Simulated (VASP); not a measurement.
All values below come from PBEsol GGA, VASP's PBE PAW potentials (set 64) (plane waves; VASP).

Input for VASP

File POSCAR:
```
ZnS
1
    1.8907594470    -3.2748913860     0.0000000000
    1.8907594470     3.2748913860    -0.0000000000
    0.0000000000     0.0000000000     6.2008511246
Zn S
2 2
Direct
  0.6666670000   0.3333330000   0.5002468963
  0.3333330000   0.6666670000   0.0002468963
  0.6666670000   0.3333330000   0.8747531037
  0.3333330000   0.6666670000   0.3747531037
```

### INCAR
```
SYSTEM = ZnS
PREC = Accurate
ENCUT = 400
EDIFF = 1E-7
NELM = 100
ALGO = Normal
LREAL = .FALSE.
LASPH = .TRUE.
ISMEAR = 0
SIGMA = 0.05
GGA = PS
LMAXMIX = 4
LWAVE = .FALSE.
LCHARG = .FALSE.
LORBIT = 11
ICHARG = 11
```

**KPOINTS**
```
k-points along high-symmetry lines
10
Line-mode
Reciprocal
  0.000000   0.000000   0.000000 ! GAMMA
  0.000000   0.500000   0.000000 ! M

  0.000000   0.500000   0.000000 ! M
 -0.333333   0.666667   0.000000 ! K

 -0.333333   0.666667   0.000000 ! K
  0.000000   0.000000   0.000000 ! GAMMA

  0.000000   0.000000   0.000000 ! GAMMA
  0.000000   0.000000   0.500000 ! A

  0.000000   0.000000   0.500000 ! A
  0.000000   0.500000   0.500000 ! L

  0.000000   0.500000   0.500000 ! L
 -0.333333   0.666667   0.500000 ! H

 -0.333333   0.666667   0.500000 ! H
  0.000000   0.000000   0.500000 ! A

  0.000000   0.500000   0.500000 ! L
  0.000000   0.500000   0.000000 ! M

 -0.333333   0.666667   0.500000 ! H
 -0.333333   0.666667   0.000000 ! K
```

POTCAR, in this order: Zn S (PBE.64 set). Program: vasp_std. Read from the step before: CHGCAR.

Output of the run:

OUTCAR:
```
 ion  position               nearest neighbor table
   1  0.667  0.333  0.500-   4 2.32   4 2.32   4 2.32   3 2.32
   2  0.333  0.667  0.000-   3 2.32   3 2.32   3 2.32   4 2.32
   3  0.667  0.333  0.875-   2 2.32   2 2.32   2 2.32   1 2.32
   4  0.333  0.667  0.375-   1 2.32   1 2.32   1 2.32   2 2.32
  LATTYP: Found a hexagonal cell.
 ALAT       =     3.7815188584
 C/A-ratio  =     1.6397779191
 Subroutine PRICEL returns:
 Original cell was already a primitive cell.
 Subroutine GETGRP returns: Found 12 space group operations
The static configuration has the point symmetry C_3v.
 The point group associated with its full space group is C_6v.
The dynamic configuration has the point symmetry C_3v.
 Subroutine INISYM returns: Found 12 space group operations
   k-points           NKPTS =     90   k-points in BZ     NKDIM =     90   number of bands    NBANDS=     22
   number of dos      NEDOS =    301   number of ions     NIONS =      4
   total plane-waves  NPLWV =  31360
   dimension x,y,z NGX =    28 NGY =   28 NGZ =   40
   dimension x,y,z NGXF=    56 NGYF=   56 NGZF=   80
   ions per type =               2   2
   PREC   = accura    normal or accurate (medium, high low for compatibility)
   ISTART =      0    job   : 0-new  1-cont  2-samecut
   ICHARG =     11    charge: 1-file 2-atom 10-const
   ISPIN  =      1    spin polarized calculation?
   LNONCOLLINEAR =      F non collinear calculations
   LSORBIT =      F    spin-orbit coupling
   INIWAV =      1    electr: 0-lowe 1-rand  2-diag
   ENCUT  =  400.0 eV  29.40 Ry    5.42 a.u.   6.17  6.17 10.11*2*pi/ulx,y,z
   NELM   =    100;   NELMIN=  2; NELMDL= -5     # of ELM steps
   EDIFF  = 0.1E-06   stopping-criterion for ELM
   LREAL  =      F    real-space projection
   NLSPLINE    = F    spline interpolate recip. space projectors
   LMAXMIX     =    4 max onsite mixed and CHGCAR
   VOSKOWN=      0    Vosko Wilk Nusair interpolation
   EDIFFG = 0.1E-05   stopping-criterion for IOM
   NSW    =      0    number of steps for IOM
   NBLOCK =      1;   KBLOCK =      1    inner block; outer block
   IBRION =     -1    ionic relax: 0-MD 1-quasi-New 2-CG
   NFREE  =      0    steps in history (QN), initial steepest desc. (CG)
...
```

OSZICAR:
```
       N       E                     dE             d eps       ncg     rms          rms(c)
DAV:   1     0.207034470374E+03    0.20703E+03   -0.15390E+04  3968   0.169E+03
DAV:   2     0.361791583277E+01   -0.20342E+03   -0.19830E+03  4230   0.345E+02
DAV:   3    -0.138954946535E+02   -0.17513E+02   -0.17391E+02  4752   0.105E+02
DAV:   4    -0.142360304835E+02   -0.34054E+00   -0.34018E+00  4626   0.148E+01
DAV:   5    -0.142424027886E+02   -0.63723E-02   -0.63713E-02  4824   0.186E+00
DAV:   6    -0.142425845579E+02   -0.18177E-03   -0.18173E-03  4686   0.316E-01
DAV:   7    -0.142425917710E+02   -0.72131E-05   -0.72124E-05  4854   0.557E-02
DAV:   8    -0.142425920521E+02   -0.28110E-06   -0.28103E-06  4590   0.108E-02
DAV:   9    -0.142425920640E+02   -0.11930E-07   -0.11947E-07  3468   0.202E-03
   1 F= -.14242592E+02 E0= -.14242592E+02  d E =-.247519E-11
```

**OUTCAR**
```
 val. band max:        2.2906160133   @ k =   0.0000   0.0000   0.0000

 cond. band min:       4.4604711736   @ k =  -0.0000   0.0000   0.0000



 k-point     1 :       0.0000    0.0000    0.0000
  band No.  band energies     occupation
      1     -11.0864      2.00000
      2     -10.0853      2.00000
      3      -4.1977      2.00000
      4      -4.1833      2.00000
      5      -4.1833      2.00000
      6      -4.0980      2.00000
      7      -4.0980      2.00000
      8      -3.7140      2.00000
      9      -3.7140      2.00000
     10      -3.6298      2.00000
     11      -3.6298      2.00000
     12      -3.4880      2.00000
     13      -3.2634      2.00000
     14       1.3493      2.00000
     15       1.3493      2.00000
     16       2.2075      2.00000
     17       2.2906      2.00000
     18       2.2906      2.00000
     19       4.4605      0.00000
     20       5.3109      0.00000
     21       8.4901      0.00000
     22       8.4971      0.00000

 k-point     2 :       0.0000    0.0556    0.0000
  band No.  band energies     occupation
      1     -11.0641      2.00000
      2     -10.0725      2.00000
      3      -4.1952      2.00000
      4      -4.1835      2.00000
      5      -4.1787      2.00000
      6      -4.0962      2.00000
      7      -4.0913      2.00000
      8      -3.7171      2.00000
      9      -3.7144      2.00000
     10      -3.6545      2.00000
     11      -3.6287      2.00000
     12      -3.4626      2.00000
     13      -3.2350      2.00000
     14       1.1573      2.00000
     15       1.2946      2.00000
     16       2.0572      2.00000
     17       2.1813      2.00000
     18       2.2627      2.00000
     19       4.6754      0.00000
     20       5.4924      0.00000
     21       8.3646      0.00000
     22       8.5573      0.00000

 k-point     3 :       0.0000    0.1111    0.0000
  band No.  band energies     occupation
      1     -10.9982      2.00000
      2     -10.0356      2.00000
...
```

The density is held fixed in this step, so its total energy and stress have no physical meaning.

The compound is ZnS in the wurtzite structure, the high-temperature form. It was relaxed first.
